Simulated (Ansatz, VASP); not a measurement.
# One calculation of HfMoC2, two programs

INCAR

```
SYSTEM = HfMoC2
PREC = Accurate
ENCUT = 520
EDIFF = 1E-7
ISMEAR = -1
SIGMA = 0.05
LREAL = .False.
LASPH = .True.
NELM = 60
ALGO = Normal
ISIF = 2
LWAVE = .False.
LCHARG = .False.
GGA = PS
NBANDS = 24
```

KPOINTS

```
regular mesh
0
Gamma
  8 8 6
  0 0 0
```

The input POSCAR:

```
HfMoC2
1.0
    3.1700034083      0.0000000000      0.0000000000
    0.0000000000      3.1700034083      0.0000000000
    0.0000000000      0.0000000000      4.4550613212
Hf Mo C
1 1 2
Direct
    0.0000000000      0.0000000000      0.0000000000
    0.5000000000      0.5000000000      0.5000000000
    0.5000000000      0.5000000000      0.0000000000
    0.0000000000      0.0000000000      0.5000000000
```

Contents of input.yaml:

```yaml
crystal:
  lattice:
    - [3.1700034083, 0.0, 0.0]
    - [0.0, 3.1700034083, 0.0]
    - [0.0, 0.0, 4.4550613212]
  atoms:
    - { symbol: Hf, position: [0.0, 0.0, 0.0] }
    - { symbol: Mo, position: [0.5, 0.5, 0.5] }
    - { symbol: C, position: [0.5, 0.5, 0.0] }
    - { symbol: C, position: [0.0, 0.0, 0.5] }
hamiltonian:
  xc: pbesol
  pseudopotentials: { kind: paw }
kpoints:
  mp_grid: { grid: [8, 8, 6] }
scf:
  occupations: { method: fermi_dirac, width: 0.05 }
output:
  forces: true
  stress: true
  eigenvalues: true
```

Change from the starting cell: volume scaled by 0.98.

Alike in both runs: task single point; functional PBEsol; k mesh 8 × 8 × 6; occupations fermi-dirac, width 0.05 eV; no spin polarisation.

```csv
,VASP,Ansatz
version,VASP 6.6.1,Ansatz 0.2.0
potentials or method,"VASP PAW PBE potentials, release 64 (Hf_pv, Mo_sv, C)",Ansatz PAW
plane-wave cutoff (eV),520,420
valence electrons in the cell,32,48
```

```tsv
	VASP	Ansatz	Ansatz less VASP
gap on the k mesh at the Fermi level (eV)	none	none	-
pressure (GPa)	-3.3	-3.5	-0.13
largest component of the traceless stress (GPa)	2.99	3.01	+0.016
```

A gap of «none» marks a metal or a gap that the smearing closes. The two sets of potentials don't hold the same shells in valence.

Caveats: the PAW data sets were made with another functional, which shifts forces and pressure a little (VASP); the PAW data sets come from PBE, with cores solved anew for the run's functional, which leaves a small shift of forces and pressure (Ansatz). The runs have no spin-orbit coupling, so splittings on Hf are missing.
